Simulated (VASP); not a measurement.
```
CELL_PARAMETERS angstrom
      5.07387     0.00000     0.01628
      0.00000     2.62745     0.00000
     -0.01829     0.00000     5.70856
ATOMIC_POSITIONS crystal
  Mn 0.00000 0.00000 0.00000
  Mn 0.50000 0.50000 0.50000
  P  0.82804 0.00000 0.37297
  P  0.17196 0.00000 0.62703
  P  0.67202 0.50000 0.87297
  P  0.32798 0.50000 0.12703
```

The numbers are results of PBEsol GGA with spin-orbit coupling, VASP's PBE PAW potentials (set 64) (plane waves; VASP 6.6.1), not measurements. Numerical set-up: 400 eV cut-off, 6×10×5 Γ-centred mesh, Gaussian smearing of 0.050 eV, potentials Mn_pv P.

Give the energies of bands 37 to 50 at the high-symmetry points, in eV from the Fermi level.

```
band      Γ      Z      D      B      A      E     C2     Y2
----  -----  -----  -----  -----  -----  -----  -----  -----
37    -0.61  -2.25  -1.78  -0.55  -1.27  -1.53  -2.25  -0.81
38    -0.60  -2.25  -1.77  -0.55  -1.27  -1.53  -2.25  -0.81
39    -0.53  -2.24  -1.77  -0.55  -1.27  -1.52  -2.20  -0.80
40    -0.53  -2.24  -1.77  -0.55  -1.27  -1.52  -2.20  -0.80
41    -0.43  -1.17  -0.91  -0.26  -0.68  -0.57  -1.14  -0.64
42    -0.43  -1.17  -0.91  -0.26  -0.68  -0.57  -1.14  -0.64
43    -0.11  -1.17  -0.91  -0.26  -0.68  -0.57  -1.10  -0.64
44    -0.11  -1.16  -0.91  -0.26  -0.68  -0.57  -1.10  -0.64
45     0.27  -0.23   0.02   0.27   0.35   0.09  -0.26   0.30
46     0.28  -0.23   0.02   0.27   0.35   0.09  -0.26   0.30
47     0.41  -0.23   0.04   0.28   0.35   0.09  -0.24   0.31
48     0.42  -0.22   0.04   0.28   0.35   0.09  -0.24   0.31
49     2.67   1.26   1.33   2.81   2.22   1.68   2.06   3.40
50     2.67   1.27   1.33   2.81   2.22   1.68   2.06   3.41
```

It has no gap at this level: it comes out as a metal or semimetal.

The structure comes from a computed database's MnP2 entry (P2/m); how it stands against other phases isn't given here. It was relaxed first, which changed the volume by -6 %. The relaxed cell has space group Pnnm.
